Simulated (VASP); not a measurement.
# CuSbTeSe with PW91: from relaxation to properties, part 2 of 2

What structure does CuSbTeSe take at this level, and what are its properties? The cell is invented: it takes the structure of a Materials Project entry for AgSbTeSe (space group 123 there), with some of its atoms replaced by other elements, volume scaled by an estimate. It may not be a known or stable phase.

VASP 6.6.1, plane waves and PAW; the level of theory is named at each step.

Still holding for the runs below: This run has no spin polarisation, although Cu can carry a moment.

So far. Step 9 (Volume scan with PW91 (run 2)): The pressure falls from 4.49 to 2.81 GPa. Step 9 (Volume scan with PW91 (run 2)): The run ends at a pressure of 2.81 GPa.

**10. Volume scan with PW91 (run 3)**

INCAR

```
SYSTEM = CuSbTeSe
PREC = Accurate
ENCUT = 400
EDIFF = 1E-06
NELM = 100
ISMEAR = 0
SIGMA = 0.05
LREAL = .FALSE.
ALGO = Normal
GGA = 91
NBANDS = 20
LASPH = .TRUE.
LORBIT = 11
LWAVE = .FALSE.
LCHARG = .FALSE.
KPAR = 2
ISIF = 2
```

POSCAR

```
CuSbTeSe
1.0
    3.9681552386      0.0000000000      0.0000000000
    0.0000000000      3.9681552386      0.0000000000
    0.0000000000      0.0000000000      6.1413575248
Te Sb Se Cu
1 1 1 1
Direct
    0.5000000000      0.5000000000      0.0000000000
    0.5000000000      0.5000000000      0.5000000000
    0.0000000000      0.0000000000      0.5000000000
    0.0000000000      0.0000000000      0.0000000000
```

KPOINTS

```
Automatic mesh
0
Gamma
6 6 4
0 0 0
```

The projector-augmented-wave data sets are Te, Sb, Se and Cu (PBE family, release 64).

Command:

```
> mpirun -np 2 vasp_std
```

Run time: 23 s. Hardware: 2 MPI ranks of Intel Xeon Platinum 8259CL at 2.50GHz (Skylake/Cascade Lake), shared host; peak memory 0.4 GiB; 45 s of CPU time.

The pressure falls from 2.81 to 1.33 GPa.

The run ends at a pressure of 1.33 GPa.

**11. Volume scan with PW91 (run 4)**

INCAR is that of step 10.

POSCAR

```
CuSbTeSe
1.0
    3.9949679117      0.0000000000      0.0000000000
    0.0000000000      3.9949679117      0.0000000000
    0.0000000000      0.0000000000      6.1828544425
Te Sb Se Cu
1 1 1 1
Direct
    0.5000000000      0.5000000000      0.0000000000
    0.5000000000      0.5000000000      0.5000000000
    0.0000000000      0.0000000000      0.5000000000
    0.0000000000      0.0000000000      0.0000000000
```

KPOINTS is that of step 10.

Command:

```
> mpirun -np 2 vasp_std
```

It took 24 s on 2 MPI ranks; peak memory 0.39 GiB.

The pressure falls from 1.33 to 0.00 GPa.

The run ends at a pressure of 0.00 GPa.

**12. Volume scan with PW91 (run 5)**

INCAR is that of step 11.

POSCAR

```
CuSbTeSe
1.0
    4.0214254239      0.0000000000      0.0000000000
    0.0000000000      4.0214254239      0.0000000000
    0.0000000000      0.0000000000      6.2238016917
Te Sb Se Cu
1 1 1 1
Direct
    0.5000000000      0.5000000000      0.0000000000
    0.5000000000      0.5000000000      0.5000000000
    0.0000000000      0.0000000000      0.5000000000
    0.0000000000      0.0000000000      0.0000000000
```

KPOINTS is that of step 11.

Command:

```
> mpirun -np 2 vasp_std
```

Run time: 23 s. Hardware: 2 MPI ranks; peak memory 0.4 GiB.

The pressure falls from 0.00 to -1.11 GPa.

The run ends at a pressure of -1.11 GPa.

**13. Volume scan with PW91 (run 6)**

INCAR is that of step 12.

POSCAR

```
CuSbTeSe
1.0
    4.0475393077      0.0000000000      0.0000000000
    0.0000000000      4.0475393077      0.0000000000
    0.0000000000      0.0000000000      6.2642171209
Te Sb Se Cu
1 1 1 1
Direct
    0.5000000000      0.5000000000      0.0000000000
    0.5000000000      0.5000000000      0.5000000000
    0.0000000000      0.0000000000      0.5000000000
    0.0000000000      0.0000000000      0.0000000000
```

KPOINTS is that of step 12.

Command:

```
> mpirun -np 2 vasp_std
```

Run time: 23 s. Hardware: 2 MPI ranks; peak memory 0.4 GiB.

The pressure falls from -1.11 to -2.16 GPa.

The run ends at a pressure of -2.16 GPa.

**14. Volume scan with PW91 (run 7)**

A prediction first. A parabola through the 6 pressures of evenly scaled cells so far, P = 0.02 -61.8 t +168 t² GPa with t = ln(V/V₁) and V₁ the volume at scale 1, gives -3.01 GPa at t = +0.0583.

INCAR is that of step 13.

POSCAR

```
CuSbTeSe
1.0
    4.0733205079      0.0000000000      0.0000000000
    0.0000000000      4.0733205079      0.0000000000
    0.0000000000      0.0000000000      6.3041176687
Te Sb Se Cu
1 1 1 1
Direct
    0.5000000000      0.5000000000      0.0000000000
    0.5000000000      0.5000000000      0.5000000000
    0.0000000000      0.0000000000      0.5000000000
    0.0000000000      0.0000000000      0.0000000000
```

KPOINTS is that of step 13.

Command:

```
> mpirun -np 2 vasp_std
```

Elapsed: 27 s, on 2 MPI ranks; peak memory 0.4 GiB.

The pressure falls from -2.16 to -3.09 GPa. The parabola predicted -3.01 GPa, +0.08 GPa off.

**15. Comparing the runs**

Times are for 2 MPI ranks of Intel Xeon Platinum 8259CL at 2.50GHz (Skylake/Cascade Lake), shared host. The series side by side:

| no. | volume scale | energy above the lowest point (meV/atom) | pressure (GPa) | time | memory (GiB) |
| --- | --- | --- | --- | --- | --- |
| 1 | 0.94 | 20.81 | 4.488 | 22 s | 0.4 |
| 2 | 0.96 | 9.19 | 2.814 | 22 s | 0.4 |
| 3 | 0.98 | 2.44 | 1.332 | 23 s | 0.4 |
| 4 | 1 | 0 | 0.004010 | 24 s | 0.39 |
| 5 | 1.02 | 1.41 | -1.110 | 23 s | 0.4 |
| 6 | 1.04 | 6.27 | -2.161 | 23 s | 0.4 |
| 7 | 1.06 | 14.2 | -3.093 | 27 s | 0.4 |

**16. Fit for PW91**

This step: Birch-Murnaghan fit, PW91; plane waves and PAW; invented cell (VASP 6.6.1).

Derived from the runs above.

This step gave:

```
pressure derivative of the bulk modulus : 4.713
r.m.s. error of the fit                 : 3.38e-6 eV/atom
minimum inside the sampled range        : yes
bulk modulus                            : 61.87 GPa
equilibrium volume of the fit           : 24.73 Å³/atom
```

Table of energy above the fitted minimum by volume:

| volume (Å³/atom) | energy above the fitted minimum (eV/atom) |
| --- | --- |
| 23.19 | 0.0208 |
| 23.68 | 0.00922 |
| 24.18 | 0.00247 |
| 24.67 | 2.8e-5 |
| 25.16 | 0.00144 |
| 25.66 | 0.00630 |
| 26.15 | 0.0142 |

The fitted volume lies +0.23 % from the relaxed one. At a finite cutoff and mesh the minimum of the energy and the zero of the stress don't quite coincide, and the relaxation stops at a threshold.

**17. Optical spectrum (PW91)**

This step: PW91, no spin polarisation; plane waves and PAW (Te, Sb, Se, Cu); invented cell (VASP 6.6.1).

LOPTICS sums transitions from filled to empty bands. The mesh is finer than in the run before. NBANDS is raised for it.

Changes to INCAR since step 14:

```diff
@@ -10,3 +10,3 @@
 GGA = 91
-NBANDS = 20
+NBANDS = 46
 LASPH = .TRUE.
@@ -16,2 +16,4 @@
 KPAR = 2
-ISIF = 2
+LOPTICS = .TRUE.
+NEDOS = 1500
+CSHIFT = 0.1
```

POSCAR

```
CuSbTeSe
1.0
    3.9949679117      0.0000000000      0.0000000000
    0.0000000000      3.9949679117      0.0000000000
    0.0000000000      0.0000000000      6.1828544425
Te Sb Se Cu
1 1 1 1
Direct
    0.5000000000      0.5000000000      0.0000000000
    0.5000000000      0.5000000000      0.5000000000
    0.0000000000      0.0000000000      0.5000000000
    0.0000000000      0.0000000000      0.0000000000
```

KPOINTS

```
Automatic mesh
0
Gamma
8 8 6
0 0 0
```

Command:

```
> mpirun -np 2 vasp_std
```

It took 97 s on 2 MPI ranks; peak memory 0.89 GiB.

These are independent-particle spectra without excitons or local fields, and fine structure depends on the mesh and on CSHIFT. The intraband (Drude) part is not in this spectrum.

This step gave:

* SCF cycles: 18
* bands: 46
* irreducible k-points: 60
* free energy (TOTEN): -14.55 eV
* energy at zero smearing: -14.54 eV
* Fermi energy: 6.194 eV
* pressure: 0.2902 GPa

The imaginary dielectric function has structure finer than the step of the table below, so its rows give means over 0.5 eV, whole bins alone (the curve runs from 0 to 25.0 eV). Peaks (eV: height): xx 0.24: 488; zz 0.74: 44.9, 1.66: 39.5.

Imaginary dielectric function against photon energy; means over each step:

| photon energy (eV) | xx | zz |
| --- | --- | --- |
| 0.5 | 282 | 19.7 |
| 1.0 | 38.7 | 25.3 |
| 1.5 | 20.7 | 30.3 |
| 2.0 | 29.0 | 15.5 |
| 2.5 | 17.6 | 8.48 |
| 3.0 | 11.9 | 8.38 |
| 3.5 | 9.48 | 9.30 |
| 4.0 | 6.24 | 6.96 |
| 4.5 | 5.94 | 4.89 |
| 5.0 | 4.35 | 4.45 |
| 5.5 | 4.42 | 4.65 |
| 6.0 | 3.98 | 3.76 |
| 6.5 | 4.32 | 3.46 |
| 7.0 | 4.72 | 3.98 |
| 7.5 | 4.61 | 3.41 |
| 8.0 | 3.97 | 3.22 |
| 8.5 | 3.03 | 2.63 |
| 9.0 | 2.28 | 2.19 |
| 9.5 | 1.94 | 2.16 |
| 10.0 | 1.61 | 2.36 |
| 10.5 | 1.51 | 2.19 |
| 11.0 | 1.21 | 2.04 |
| 11.5 | 0.950 | 1.85 |
| 12.0 | 0.911 | 1.24 |
| 12.5 | 0.748 | 1.06 |
| 13.0 | 0.671 | 0.696 |
| 13.5 | 0.549 | 0.632 |
| 14.0 | 0.531 | 0.717 |
| 14.5 | 0.531 | 0.730 |
| 15.0 | 0.369 | 0.607 |
| 15.5 | 0.385 | 0.511 |
| 16.0 | 0.414 | 0.489 |
| 16.5 | 0.354 | 0.456 |
| 17.0 | 0.302 | 0.352 |
| 17.5 | 0.299 | 0.375 |
| 18.0 | 0.293 | 0.370 |
| 18.5 | 0.284 | 0.309 |
| 19.0 | 0.241 | 0.268 |
| 19.5 | 0.222 | 0.246 |
| 20.0 | 0.210 | 0.238 |
| 20.5 | 0.177 | 0.247 |
| 21.0 | 0.147 | 0.224 |
| 21.5 | 0.153 | 0.178 |
| 22.0 | 0.142 | 0.171 |
| 22.5 | 0.117 | 0.135 |
| 23.0 | 0.0866 | 0.0950 |
| 23.5 | 0.0591 | 0.0732 |
| 24.0 | 0.0401 | 0.0464 |
| 24.5 | 0.0296 | 0.0374 |

Table of real dielectric function by photon energy:

| photon energy (eV) | xx | zz |
| --- | --- | --- |
| 0.0 | 540 | 37.4 |
| 0.5 | -102 | 47.9 |
| 1.0 | -48.1 | 14.9 |
| 1.5 | -6.30 | 17.8 |
| 2.0 | -8.99 | -8.80 |
| 2.5 | -11.6 | 2.23 |
| 3.0 | -7.81 | -0.243 |
| 3.5 | -7.60 | 2.55 |
| 4.0 | -5.57 | -3.31 |
| 4.5 | -4.29 | -1.29 |
| 5.0 | -2.74 | -0.189 |
| 5.5 | -2.30 | -0.411 |
| 6.0 | -1.26 | -0.532 |
| 6.5 | -0.551 | 0.141 |
| 7.0 | -1.67 | 0.184 |
| 7.5 | -1.91 | -0.350 |
| 8.0 | -2.73 | -1.01 |
| 8.5 | -2.92 | -0.844 |
| 9.0 | -2.46 | -0.638 |
| 9.5 | -2.09 | -0.0599 |
| 10.0 | -1.79 | -0.445 |
| 10.5 | -1.65 | -0.511 |
| 11.0 | -1.59 | -1.27 |
| 11.5 | -1.23 | -0.678 |
| 12.0 | -1.08 | -1.03 |
| 12.5 | -1.03 | -0.789 |
| 13.0 | -0.800 | -0.660 |
| 13.5 | -0.695 | -0.309 |
| 14.0 | -0.497 | -0.177 |
| 14.5 | -0.494 | -0.282 |
| 15.0 | -0.355 | -0.152 |
| 15.5 | -0.226 | -0.114 |
| 16.0 | -0.175 | -0.0511 |
| 16.5 | -0.171 | -0.0531 |
| 17.0 | -0.0728 | 0.0265 |
| 17.5 | 0.00945 | 0.171 |
| 18.0 | 0.0399 | 0.115 |
| 18.5 | 0.0481 | 0.145 |
| 19.0 | 0.0775 | 0.179 |
| 19.5 | 0.126 | 0.242 |
| 20.0 | 0.164 | 0.306 |
| 20.5 | 0.177 | 0.286 |
| 21.0 | 0.226 | 0.279 |
| 21.5 | 0.258 | 0.327 |
| 22.0 | 0.284 | 0.323 |
| 22.5 | 0.294 | 0.356 |
| 23.0 | 0.308 | 0.371 |
| 23.5 | 0.350 | 0.413 |
| 24.0 | 0.383 | 0.444 |
| 24.5 | 0.415 | 0.477 |

**18. Band structure (TB-mBJ)**

This step: TB-mBJ, no spin polarisation; plane waves and PAW (Te, Sb, Se, Cu); invented cell (VASP 6.6.1).

Levels along the symmetry lines show where the bands peak and cross; KPOINTS_OPT computes them in the converged potential. TB-mBJ is a local potential fitted to gaps: it costs far less than a hybrid but gives no energy.

INCAR

```
SYSTEM = CuSbTeSe
PREC = Accurate
ENCUT = 400
EDIFF = 1E-06
NELM = 150
ISMEAR = 0
SIGMA = 0.05
LREAL = .FALSE.
ALGO = Normal
METAGGA = MBJ
LASPH = .TRUE.
NBANDS = 28
LORBIT = 11
LWAVE = .FALSE.
LCHARG = .FALSE.
KPAR = 2
```

POSCAR is that of step 17.

KPOINTS

```
Automatic mesh
0
Gamma
6 6 4
0 0 0
```

KPOINTS_OPT

```
Line mode
16
Line-mode
Reciprocal
  0.00000000   0.00000000   0.00000000 GAMMA
  0.00000000   0.50000000   0.00000000 X

  0.00000000   0.50000000   0.00000000 X
  0.50000000   0.50000000   0.00000000 M

  0.50000000   0.50000000   0.00000000 M
  0.00000000   0.00000000   0.00000000 GAMMA

  0.00000000   0.00000000   0.00000000 GAMMA
  0.00000000   0.00000000   0.50000000 Z

  0.00000000   0.00000000   0.50000000 Z
  0.00000000   0.50000000   0.50000000 R

  0.00000000   0.50000000   0.50000000 R
  0.50000000   0.50000000   0.50000000 A

  0.50000000   0.50000000   0.50000000 A
  0.00000000   0.00000000   0.50000000 Z

  0.00000000   0.50000000   0.00000000 X
  0.00000000   0.50000000   0.50000000 R

  0.50000000   0.50000000   0.00000000 M
  0.50000000   0.50000000   0.50000000 A
```

Command:

```
> mpirun -np 2 vasp_std
```

It took 3.5 min on 2 MPI ranks; peak memory 0.51 GiB; 6.9 min of CPU time.

This functional is a potential without an energy, so its energies, forces and stress mean nothing and are not read.

Numbers from this step:

```yaml
scf_cycles: 63
bands: 28
irreducible_k_points: 30
fermi_energy: 6.376 eV
```

The electronic bands at the labelled points (eV, zero at the Fermi level; # counts the bands kept):

| point | #9 | #10 | #11 | #12 | #13 | #14 | #15 | #16 |
| --- | --- | --- | --- | --- | --- | --- | --- | --- |
| Γ | -1.68 | -1.50 | -1.08 | -1.08 | 1.94 | 3.18 | 3.92 | 4.32 |
| 0.47 of the way | -1.75 | -1.54 | -1.53 | -0.18 | 2.10 | 2.35 | 3.56 | 3.71 |
| X | -1.60 | -1.54 | -0.83 | -0.47 | -0.28 | 1.28 | 4.01 | 5.04 |
| 0.47 of the way | -1.79 | -1.70 | -1.57 | -0.56 | 2.42 | 2.77 | 3.40 | 4.05 |
| M | -1.89 | -1.84 | -1.72 | -1.55 | 0.49 | 3.40 | 3.40 | 4.59 |
| 0.47 of the way | -1.70 | -1.64 | -1.58 | -1.19 | 0.99 | 3.62 | 4.11 | 4.23 |
| Γ | -1.68 | -1.50 | -1.08 | -1.08 | 1.94 | 3.18 | 3.92 | 4.32 |
| 0.47 of the way | -1.74 | -1.21 | -1.18 | -1.18 | 1.89 | 2.78 | 3.24 | 4.21 |
| Z | -1.71 | -1.31 | -1.31 | -1.28 | 0.11 | 3.33 | 3.82 | 4.13 |
| 0.53 of the way | -1.70 | -0.97 | -0.86 | -0.08 | 0.33 | 1.50 | 1.82 | 4.03 |
| R | -1.58 | -0.69 | -0.51 | -0.49 | -0.33 | 0.35 | 0.82 | 3.76 |
| 0.53 of the way | -1.75 | -1.07 | -0.91 | -0.67 | -0.24 | 2.74 | 2.96 | 3.98 |
| A | -1.80 | -1.68 | -1.56 | -0.77 | 0.13 | 2.09 | 5.26 | 5.26 |
| 0.47 of the way | -1.65 | -1.65 | -0.83 | -0.83 | 0.33 | 1.08 | 4.00 | 4.48 |
| Z | -1.71 | -1.31 | -1.31 | -1.28 | 0.11 | 3.33 | 3.82 | 4.13 |
| jump to X | -1.60 | -1.54 | -0.83 | -0.47 | -0.28 | 1.28 | 4.01 | 5.04 |
| 0.47 of the way | -1.63 | -1.16 | -0.76 | -0.42 | -0.33 | 1.08 | 2.38 | 4.41 |
| R | -1.58 | -0.69 | -0.51 | -0.49 | -0.33 | 0.35 | 0.82 | 3.76 |
| jump to M | -1.89 | -1.84 | -1.72 | -1.55 | 0.49 | 3.40 | 3.40 | 4.59 |
| 0.47 of the way | -1.84 | -1.84 | -1.62 | -1.54 | 1.10 | 2.82 | 3.94 | 3.94 |
| A | -1.80 | -1.68 | -1.56 | -0.77 | 0.13 | 2.09 | 5.26 | 5.26 |

Of the projections kept (Te, Sb, Se, Cu), the largest for each band there; the rest of the weight can lie on other orbitals:

| point | #9 | #10 | #11 | #12 | #13 | #14 | #15 | #16 |
| --- | --- | --- | --- | --- | --- | --- | --- | --- |
| Γ | Cu 0.99 | Se 0.67 | Te 0.84 | Te 0.84 | Cu 0.63 | Sb 0.49 | Sb 0.61 | Sb 0.60 |
| X | Cu 0.97 | Cu 0.98 | Se 0.65 | Sb 0.59 | Sb 0.68 | Te 0.50 | Te 0.55 | Te 0.51 |
| M | Cu 0.99 | Cu 1.00 | Cu 0.99 | Cu 0.97 | Cu 0.85 | Sb 0.31 | Sb 0.31 | Sb 0.51 |
| Γ | Cu 0.99 | Se 0.67 | Te 0.84 | Te 0.84 | Cu 0.63 | Sb 0.49 | Sb 0.61 | Sb 0.60 |
| Z | Cu 0.99 | Te 0.89 | Te 0.89 | Cu 0.91 | Sb 0.52 | Sb 0.58 | Cu 0.39 | Sb 0.56 |
| R | Cu 0.63 | Sb 0.79 | Sb 0.67 | Cu 0.68 | Sb 0.89 | Sb 0.31 | Te 0.51 | Cu 0.51 |

There is no gap at this level.

**19. A single point (PW91), changed input**

This step: PW91, no spin polarisation; plane waves and PAW (Te, Sb, Se, Cu); invented cell (VASP 6.6.1).

A single point gives energy, forces and stress at these settings. Some settings are moved from the usual, to see what they do.

INCAR

```
SYSTEM = CuSbTeSe
PREC = Accurate
ENCUT = 400
EDIFF = 1E-06
NELM = 100
ISMEAR = 0
SIGMA = 0.05
LREAL = .FALSE.
ALGO = Normal
GGA = 91
NBANDS = 20
LASPH = .FALSE.
LORBIT = 11
LWAVE = .FALSE.
LCHARG = .FALSE.
KPAR = 2
ISIF = 2
```

POSCAR is that of step 18.

KPOINTS is that of step 18.

Command:

```
> mpirun -np 2 vasp_std
```

The job ended after 19 s (2 MPI ranks; peak memory 0.4 GiB; 36 s of CPU time).

ALGO acts on the way to self-consistency or on speed; a fully converged result doesn't depend on them, though slow mixing can meet EDIFF with the stress still off. LASPH is off, so gradient terms of the non-spherical density inside the spheres are left out; for open d or f shells this can shift gaps and moments.

Numbers from this step:

| Quantity | Value |
| --- | --- |
| SCF cycles | 16 |
| bands | 20 |
| free energy (TOTEN) | -14.58 eV |
| energy at zero smearing | -14.58 eV |
| Fermi energy | 6.099 eV |
| pressure | 0.003774 GPa |

Against the sound run “volume scan with PW91”, the energy at zero smearing moves by +0.2 meV an atom, the pressure by -0.00 GPa and the Fermi level by -0.00 eV.

**20. Summary of results**

```
relaxed volume                            : 24.67 Å³/atom
relaxed conventional cell a, b, c         : 3.995, 3.995, 6.183 Å
space group after relaxing, within 0.02 Å : P4/mmm (No. 123)
band gap                                  : none, a metal
DOS at the Fermi level                    : 1.24 states/eV/cell
bulk modulus from the fit                 : 61.9 GPa
volume from the fit                       : 24.7 Å³/atom
band gap (TB-mBJ)                         : none, a metal
```

In words: With PW91, CuSbTeSe relaxes to 24.67 Å³/atom in space group P4/mmm (held by the symmetry of the run), comes out as a metal and has a bulk modulus of 61.9 GPa at fixed shape and positions, an upper bound. Bands along the symmetry lines (PW91): Of the bands kept, 2 cross the Fermi level on this path. Band structure (TB-mBJ): Of the bands kept, 2 cross the Fermi level on this path. The other levels ran on the cell relaxed with PW91, and without spin-orbit coupling unless named. Spin-orbit coupling is left out, and with elements this heavy it would split and shift bands near the Fermi level. The k-sampling is coarse for a metal, so the Fermi level, pressures and the shape of the cell carry errors. Magnetism was not tested. No search among competing phases was made. All values are for a static lattice at zero temperature.

[Lines on the potential files, build, host, timing and source positions are cut from VASP's logs without a mark.]

[Logs are printed without paths, hosts, clocks, repeated set-up lines and the standing remarks that a program may print on its own settings, such as how far it seeks lower states.]

[Hosts, paths, dates, database ids (printed as entryN), source tags and the programs' standing remarks are cut or masked in the printed files.]

[A measured line is paired with the nearest computed mode of its activity, which favours agreement.]
